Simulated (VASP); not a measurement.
Data:

```
PdSn3
1.0
    4.51463     0.00000     0.00000
    0.00000     4.51463     0.00000
    0.00000     0.00000     4.51463
Pd Sn
1 3
Direct
  0.00000   0.00000   0.00000
  0.00000   0.50000   0.50000
  0.50000   0.00000   0.50000
  0.50000   0.50000   0.00000
```

Calculation: r2SCAN meta-GGA, VASP's PBE PAW potentials (set 64) (plane waves; VASP 6.6.1). Numerical set-up: 400 eV cut-off, 8×8×8 Γ-centred mesh, tetrahedra with Blöchl corrections, potentials Pd Sn_d.

Unless said otherwise, spin-orbit coupling is left out, though it shifts the bands of the heavy elements here.

**Question.** What does the run give for the energy per atom (σ→0), band gap (over mesh and band path) with the smallest direct gap where there is one?

**Answer.** 
| Quantity | Value |
|---|---|
| band gap (over mesh and band path) | none (metal, semimetal or under 0.01 eV) |
| energy per atom (σ→0) | -24.191 eV/atom |

The absolute energy has meaning only against runs of the same code, potentials and settings.

The structure comes from a measured Sn3Pd entry (Pm-3m) of the Crystallography Open Database, whose conditions weren't checked. It was relaxed first, which changed the volume by +46 %.
